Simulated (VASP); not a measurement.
# GaGe (F-43m) in VASP: notebook, part 2 of 2

VASP 6.6.1.

## (4) Single point, r2SCAN

Input file INCAR:

```
SYSTEM = GaGe
PREC = Accurate ; ENCUT = 550
EDIFF = 1E-6 ; ISMEAR = -1
SIGMA = 0.1 ; LREAL = .False.
LASPH = .True. ; NELM = 100
ALGO = Normal ; ISIF = 2
LWAVE = .False. ; LCHARG = .False.
METAGGA = R2SCAN ; LMIXTAU = .True.
NBANDS = 10 ; ADDGRID = .False.
```

Input file KPOINTS:

```
regular mesh
0
Gamma
  10 10 10
  0 0 0
```

Input file POSCAR:

```
GaGe
1.0
    0.0000000000      2.8978440000      2.8978440000
    2.8978440000      0.0000000000      2.8978440000
    2.8978440000      2.8978440000      0.0000000000
Ge Ga
1 1
Direct
    0.0000000000      0.0000000000      0.0000000000
    0.2500000000      0.2500000000      0.2500000000
```

Potentials or basis: VASP PAW PBE potentials, release 64 (Ge, Ga).

On the command line:

```console
> cat potpaw_PBE.64/Ge/POTCAR potpaw_PBE.64/Ga/POTCAR > POTCAR
> mpirun -np 1 vasp_std > vasp.out
```

OUTCAR:

```text
SYSTEM = GaGe
   PREC = Accurate
   ENCUT = 550
   EDIFF = 1E-6
   ISMEAR = -1
   LREAL = .False.
   LASPH = .True.
   NELM = 100
   ISIF = 2
   METAGGA = R2SCAN

 Found     47 irreducible k-points:

 Following reciprocal coordinates:
            Coordinates               Weight
  0.000000  0.000000  0.000000      1.000000
  0.100000  0.000000  0.000000      8.000000
  0.200000  0.000000  0.000000      8.000000
  0.300000  0.000000  0.000000      8.000000
  0.400000  0.000000  0.000000      8.000000
[... 154 lines left out ...]
------------------------ aborting loop because EDIFF is reached ----------------------------------------

  FORCE on cell =-STRESS in cart. coord.  units (eV):
  Direction    XX          YY          ZZ          XY          YZ          ZX
  --------------------------------------------------------------------------------------
  -------------------------------------------------------------------------------------
  Total       -0.6785199     -0.6785199     -0.6785199     -0.0000000      0.0000000     -0.0000000
  in kB      -22.3366566    -22.3366566    -22.3366566     -0.0000000      0.0000000     -0.0000000
  external PRESSURE =     -22.3366566 kB  Pullay stress =       0.0000000 kB

 VOLUME and BASIS-vectors are now :
 -----------------------------------------------------------------------------
  energy-cutoff  :      550.00
  volume of cell :       48.67
      direct lattice vectors                 reciprocal lattice vectors
     0.000000000  2.897844000  2.897844000    -0.172542069  0.172542069  0.172542069
     2.897844000  0.000000000  2.897844000     0.172542069 -0.172542069  0.172542069
     2.897844000  2.897844000  0.000000000     0.172542069  0.172542069 -0.172542069

 POSITION                                       TOTAL-FORCE (eV/Angst)
 -----------------------------------------------------------------------------------
      0.00000      0.00000      0.00000        -0.000000     -0.000000     -0.000000
      1.44892      1.44892      1.44892         0.000000      0.000000      0.000000
 -----------------------------------------------------------------------------------
    total drift:                                0.000000      0.000000      0.000000

  FREE ENERGIE OF THE ION-ELECTRON SYSTEM (eV)
  ---------------------------------------------------
  free  energy   TOTEN  =       -24.9371664330 eV

  energy  without entropy=      -24.9009253420  energy(sigma->0) =      -24.91904589
```

OSZICAR:

```text
N       E                     dE             d eps       ncg     rms          rms(c)
DAV:   1    -0.715236129961E+01   -0.71524E+01   -0.27752E+03   940   0.568E+02
DAV:   2    -0.249433599384E+02   -0.17791E+02   -0.17196E+02  1312   0.776E+01
DAV:   3    -0.255415688541E+02   -0.59821E+00   -0.59042E+00  1168   0.134E+01
DAV:   4    -0.255437326913E+02   -0.21638E-02   -0.21633E-02  1150   0.854E-01
DAV:   5    -0.255437354302E+02   -0.27389E-05   -0.27390E-05  1076   0.344E-02    0.296E+00
DAV:   6    -0.248786888823E+02    0.66505E+00   -0.17923E-01   962   0.269E+00    0.196E+00
DAV:   7    -0.249754289039E+02   -0.96740E-01   -0.11491E-01   950   0.218E+00    0.227E-01
DAV:   8    -0.248994186320E+02    0.76010E-01   -0.99608E-02   948   0.205E+00    0.230E-01
DAV:   9    -0.249231526851E+02   -0.23734E-01   -0.53353E-03  1022   0.480E-01    0.822E-02
DAV:  10    -0.249354740402E+02   -0.12321E-01   -0.58000E-03   964   0.615E-01    0.348E-02
DAV:  11    -0.249363183114E+02   -0.84427E-03   -0.11293E-04  1092   0.762E-02    0.237E-02
DAV:  12    -0.249369229059E+02   -0.60459E-03   -0.37913E-04   972   0.156E-01    0.119E-02
DAV:  13    -0.249371253922E+02   -0.20249E-03   -0.88279E-05   980   0.785E-02    0.556E-03
DAV:  14    -0.249371488167E+02   -0.23424E-04   -0.55535E-06  1076   0.168E-02    0.358E-03
DAV:  15    -0.249371614400E+02   -0.12623E-04   -0.39497E-06   968   0.137E-02    0.139E-03
DAV:  16    -0.249371664297E+02   -0.49897E-05   -0.28998E-06   996   0.139E-02    0.574E-04
DAV:  17    -0.249371664330E+02   -0.33819E-08   -0.11077E-07   534   0.255E-03
   1 F= -.24937166E+02 E0= -.24919046E+02  d E =-.362411E-01
```

stdout:

```text
POSCAR found type information on POSCAR GeGa
 POSCAR found :  2 types and       2 ions
 scaLAPACK will be used
 -----------------------------------------------------------------------------
|                                                                             |
|                                                                             |
|     You enforced a specific xc type in the INCAR file but a different       |
|     I HOPE YOU KNOW WHAT YOU ARE DOING!                                     |
|                                                                             |
 -----------------------------------------------------------------------------

 LDA part: xc-table for (None), standard interpolation
 POSCAR, INCAR and KPOINTS ok, starting setup
 FFT: planning ... GRIDC
 FFT: planning ... GRID_SOFT
 FFT: planning ... GRID
 WAVECAR not read
 entering main loop
```

Wall time 50 s (1 thread of Intel Xeon Platinum 8488C (Sapphire Rapids), shared host); peak memory 0.19 GiB.

The run converged, but some of its settings lie outside the range that counts as converged, so its numbers aren't taken as properties of the crystal.

What came out:

```
Free energy            : -24.9372 eV
Pressure               : -2.2 GPa
Band gap on the k mesh : none (metal or under the smearing width)
```

Caveat: the PAW data sets were made with another functional, which shifts forces and pressure a little.

## (5) Single point, r2SCAN

Edit INCAR of step 4 so:

```diff
@@ -1,3 +1,3 @@
 SYSTEM = GaGe
-PREC = Accurate ; ENCUT = 550
+PREC = Accurate ; ENCUT = 300
 EDIFF = 1E-6 ; ISMEAR = -1
```

Input file KPOINTS:

```
regular mesh
0
Gamma
  17 17 17
  0 0 0
```

POSCAR is that of step 4.

Potentials or basis: VASP PAW PBE potentials, release 64 (Ge, Ga).

On the command line:

```console
> cat potpaw_PBE.64/Ge/POTCAR potpaw_PBE.64/Ga/POTCAR > POTCAR
> mpirun -np 1 vasp_std > vasp.out
```

OUTCAR:

```text
SYSTEM = GaGe
   PREC = Accurate
   ENCUT = 300
   EDIFF = 1E-6
   ISMEAR = -1
   LREAL = .False.
   LASPH = .True.
   NELM = 100
   ISIF = 2
   METAGGA = R2SCAN

 Found    165 irreducible k-points:

 Following reciprocal coordinates:
            Coordinates               Weight
  0.000000  0.000000  0.000000      1.000000
  0.058824  0.000000  0.000000      8.000000
  0.117647  0.000000  0.000000      8.000000
  0.176471  0.000000  0.000000      8.000000
  0.235294  0.000000  0.000000      8.000000
  0.294118  0.000000  0.000000      8.000000
   k-points           NKPTS =    165   k-points in BZ     NKDIM =    165   number of bands    NBANDS=     10
   number of dos      NEDOS =    301   number of ions     NIONS =      2
   total plane-waves  NPLWV =  13824
   dimension x,y,z NGX =    24 NGY =   24 NGZ =   24
   dimension x,y,z NGXF=    48 NGYF=   48 NGZF=   48
   ions per type =               1   1
   NGX,Y,Z   is equivalent  to a cutoff of   9.74,  9.74,  9.74 a.u.
   NGXF,Y,Z  is equivalent  to a cutoff of  19.47, 19.47, 19.47 a.u.
 SYSTEM =  GaGe
   PREC   = accura    normal or accurate (medium, high low for compatibility)
   ISTART =      0    job   : 0-new  1-cont  2-samecut
   ICHARG =      2    charge: 1-file 2-atom 10-const
   ISPIN  =      1    spin polarized calculation?
   LNONCOLLINEAR =      F non collinear calculations
   LSORBIT =      F    spin-orbit coupling
[... 64 lines left out ...]
      5       3.7678      0.00000
      6       5.7992      0.00000
      7       5.7992      0.00000
      8       5.7992      0.00000
      9       9.6044      0.00000
     10      12.2577      0.00000
[... 53 lines left out ...]
 k-point     6 :       0.2941    0.0000    0.0000
  band No.  band energies     occupation
      1      -8.8169      2.00000
      2      -2.2855      2.00000
      3       1.9034      0.00093
      4       1.9034      0.00093
      5       3.9454      0.00000
      6       6.8973      0.00000
      7       6.8973      0.00000
      8       9.5793      0.00000
      9      10.8648      0.00000
     10      11.4623      0.00000

 [... further k-points ...]

------------------------ aborting loop because EDIFF is reached ----------------------------------------

  FORCE on cell =-STRESS in cart. coord.  units (eV):
  Direction    XX          YY          ZZ          XY          YZ          ZX
  --------------------------------------------------------------------------------------
  -------------------------------------------------------------------------------------
  Total       -0.6615970     -0.6615970     -0.6615970     -0.0000000     -0.0000000      0.0000000
  in kB      -21.7795606    -21.7795606    -21.7795606     -0.0000000     -0.0000000      0.0000000
  external PRESSURE =     -21.7795606 kB  Pullay stress =       0.0000000 kB

 VOLUME and BASIS-vectors are now :
 -----------------------------------------------------------------------------
  energy-cutoff  :      300.00
  volume of cell :       48.67
      direct lattice vectors                 reciprocal lattice vectors
     0.000000000  2.897844000  2.897844000    -0.172542069  0.172542069  0.172542069
     2.897844000  0.000000000  2.897844000     0.172542069 -0.172542069  0.172542069
     2.897844000  2.897844000  0.000000000     0.172542069  0.172542069 -0.172542069

 POSITION                                       TOTAL-FORCE (eV/Angst)
 -----------------------------------------------------------------------------------
      0.00000      0.00000      0.00000         0.000000      0.000000      0.000000
      1.44892      1.44892      1.44892        -0.000000     -0.000000     -0.000000
 -----------------------------------------------------------------------------------
    total drift:                               -0.000000     -0.000000     -0.000000

  FREE ENERGIE OF THE ION-ELECTRON SYSTEM (eV)
  ---------------------------------------------------
  free  energy   TOTEN  =       -24.9339602120 eV

  energy  without entropy=      -24.8956118503  energy(sigma->0) =      -24.91478603
```

Wall time 67 s (1 thread of Intel Xeon Platinum 8488C (Sapphire Rapids), shared host); peak memory 0.17 GiB.

These settings aren't checked as converged: the numbers below hold their error.

Results:

- Free energy: -24.9340 eV
- Pressure: -2.2 GPa
- Band gap on the k mesh: none (metal or under the smearing width)

Caveat: the PAW data sets were made with another functional, which shifts forces and pressure a little.

## (6) Single point, r2SCAN

Edit INCAR of step 5 so:

```diff
@@ -1,3 +1,3 @@
 SYSTEM = GaGe
-PREC = Accurate ; ENCUT = 300
+PREC = Accurate ; ENCUT = 350
 EDIFF = 1E-6 ; ISMEAR = -1
```

KPOINTS is that of step 5.

POSCAR is that of step 5.

Potentials or basis: VASP PAW PBE potentials, release 64 (Ge, Ga).

On the command line:

```console
> cat potpaw_PBE.64/Ge/POTCAR potpaw_PBE.64/Ga/POTCAR > POTCAR
> mpirun -np 1 vasp_std > vasp.out
```

Run time: 2.5 min. Hardware: 1 thread of Intel Xeon Platinum 8488C (Sapphire Rapids), shared host; peak memory 0.2 GiB.

These settings aren't checked as converged: the numbers below hold their error.

What came out:

- Free energy: -24.9351 eV
- Pressure: -2.2 GPa
- Band gap on the k mesh: none (metal or under the smearing width)

Caveat: the PAW data sets were made with another functional, which shifts forces and pressure a little.

## (7) For comparison

An earlier run on the cell as given: functional PBE; potentials or basis VASP PAW PBE potentials, release 64 (Ge_d, Ga_d); cutoff 520 eV; k mesh 8 × 8 × 8; occupations fermi-dirac, width 0.05 eV; no spin polarisation.

- Pressure: 0.3 GPa
- Band gap on the k mesh: none (metal or under the smearing width)
